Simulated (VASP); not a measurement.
Input of a VASP 6.6.1 run:

INCAR

```
PREC = Normal
ENCUT = 520
EDIFF = 1E-4
ISMEAR = 0
SIGMA = 0.15
LREAL = F
LASPH = T
NELM = 60
ALGO = Fast
ISIF = 3
LWAVE = F
LCHARG = F
GGA = PE
IBRION = 2
NSW = 24
EDIFFG = -0.08
```

KPOINTS

```
regular mesh
0
Gamma
  5 5 1
```

Contents of POSCAR:

```
TiMoSe4
1.0
    3.4200000000      0.0000000000      0.0000000000
   -1.7100000000      2.9618068800      0.0000000000
    0.0000000000      0.0000000000     13.6800000000
Ti Mo Se
1 1 4
Direct
    0.0000000000      0.0000000000      0.0000000000
    0.0000000000      0.0000000000      0.5000000000
    0.6666666700      0.3333333300      0.8860000000
    0.3333333300      0.6666666700      0.1140000000
    0.6666666700      0.3333333300      0.3830000000
    0.3333333300      0.6666666700      0.6170000000
```

Potentials or basis: VASP PAW PBE potentials, release 64 (Ti_sv, Mo_sv, Se).

Launch:

```console
$ cat potpaw_PBE.64/Ti_sv/POTCAR potpaw_PBE.64/Mo_sv/POTCAR potpaw_PBE.64/Se/POTCAR > POTCAR
$ mpirun -np 1 vasp_std > vasp.out
```

(1) What does it give for the band gap on the k mesh?

(2) Estimate the relaxed volume.

(3) Estimate the space group after relaxing (to 0.05 Å).

(4) Estimate the relaxed cell.

Results:

(1) none (metal or under the smearing width).

(2) 23.65 Å³/atom.

(3) P-3m1 (No. 164).

(4) a = 3.435 Å, b = 3.435 Å, c = 13.887 Å, α = 90.00°, β = 90.00°, γ = 120.00°.

Caveat: the k mesh is coarse (spacing up to 0.46 Å⁻¹), so the values aren't converged; this functional lacks dispersion, which binds the layers, so the pressure and a relaxed spacing across them are unreliable.
